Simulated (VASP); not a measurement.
Sb3Au:

```xyz
4
Lattice="3.0632 0.0000 0.0000 0.0000 3.0632 0.0000 0.0000 0.0000 11.8151" Properties=species:S:1:pos:R:3 pbc="T T T"
Sb    0.0000    0.0000    2.7319
Sb    0.0000    0.0000    5.9076
Sb    0.0000    0.0000    9.0832
Au    0.0000    0.0000    0.0000
```

The cell comes from a database or a generator and needn't be the stable form of this composition.

```yaml
Program: VASP 6.6.1
Task: relaxation of cell and atoms
Functional: LDA
Potentials_or_basis: VASP PAW LDA potentials, release 64 (Sb, Au)
Cutoff: 600 eV
k_mesh: 7 × 7 × 2
Occupations: methfessel-paxton, width 0.1 eV
Spin: no spin polarisation
```

At the start: pressure -5.0 GPa; volume 27.72 Å³/atom.

Q: How do energy, volume and symmetry change on relaxing?

A: Over 8 steps the energy falls by 36.7 meV/atom and the volume is 25.71 Å³/atom (-7.2 %); space group P4/mmm (No. 123, to 0.05 Å).

Step by step:
| step | energy change (eV) | largest force (eV/Å) | pressure (GPa) | volume (Å³) |
| --- | --- | --- | --- | --- |
| 1 | 0.0000 | 0.1184 | -4.98 | 110.86 |
| 2 | -0.0340 | 0.6299 | 5.48 | 97.57 |
| 3 | -0.1400 | 0.2374 | -0.12 | 103.34 |
| 4 | -0.1400 | 0.2456 | 0.00 | 103.19 |
| 5 | -0.1442 | 0.1511 | 0.07 | 102.92 |
| 6 | -0.1463 | 0.0221 | 0.17 | 102.54 |
| 7 | -0.1468 | 0.0147 | -0.08 | 102.95 |
| 8 | -0.1469 | 0.0045 | -0.01 | 102.84 |

Final structure:
```yaml
crystal:
  lattice:
    - [3.00399, 0.00000, 0.00000]
    - [0.00000, 3.00399, 0.00000]
    - [0.00000, 0.00000, 11.39672]
  atoms:
    - { symbol: Sb, position: [0.00000, 0.00000, 0.23342] }
    - { symbol: Sb, position: [0.00000, 0.00000, 0.50000] }
    - { symbol: Sb, position: [0.00000, 0.00000, 0.76658] }
    - { symbol: Au, position: [0.00000, 0.00000, 0.00000] }
```
